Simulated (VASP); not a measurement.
Input for VASP

INCAR:
```
SYSTEM=ZrC
PREC=Accurate; ENCUT=520; LREAL=.False.
LASPH=.True.
EDIFF=1E-7; NELM=100; ALGO=Normal
LMAXMIX=4
ISMEAR=-5
ISIF=2
LWAVE=.False.; LCHARG=.True.; LORBIT=11
NEDOS=601
```

File KPOINTS:
```
Automatic mesh
0
Gamma
15 15 15
0 0 0
```

### POSCAR
```
ZrC
1.0
  0.0000000000   2.3228405768   2.3228405768
  2.3228405768   0.0000000000   2.3228405768
  2.3228405768   2.3228405768   0.0000000000
Zr C
1 1
Cartesian
  0.0000000000   0.0000000000   0.0000000000
  2.3228405768   2.3228405768   2.3228405768
```

POTCAR, in this order: Zr_sv C (LDA.64 set). Program: vasp_std.

Task: Write an equivalent input for Ansatz.

Result: One equivalent input (not run):
Ansatz 0.2 input:
```yaml
crystal:
  lattice:
    - [0.0000000, 2.3228406, 2.3228406]
    - [2.3228406, 0.0000000, 2.3228406]
    - [2.3228406, 2.3228406, 0.0000000]
  atoms:
    - { symbol: Zr, position: [0.0000000, 0.0000000, 0.0000000] }
    - { symbol: C, position: [0.5000000, 0.5000000, 0.5000000] }
kpoints:
  mp_grid: { grid: [15, 15, 15] }
hamiltonian:
  xc: lda
  pseudopotentials: { kind: paw }
scf:
  occupations: { method: tetrahedron }
  max_iter: 100
output: { forces: true, stress: true, eigenvalues: true }
```
The two are equivalent in intent, not identical: each code has its own PAW files, so the cut-off isn't converted (ENCUT is set for VASP's; basis.ecutwfc is left out, and Ansatz then takes the one that its files recommend); Ansatz stops its SCF on the density residual and VASP on the energy change (EDIFF); Ansatz's lda is the Perdew-Wang form, while the LDA potentials of VASP carry Perdew-Zunger's.

The compound is ZrC in the rock salt structure. It was relaxed first.
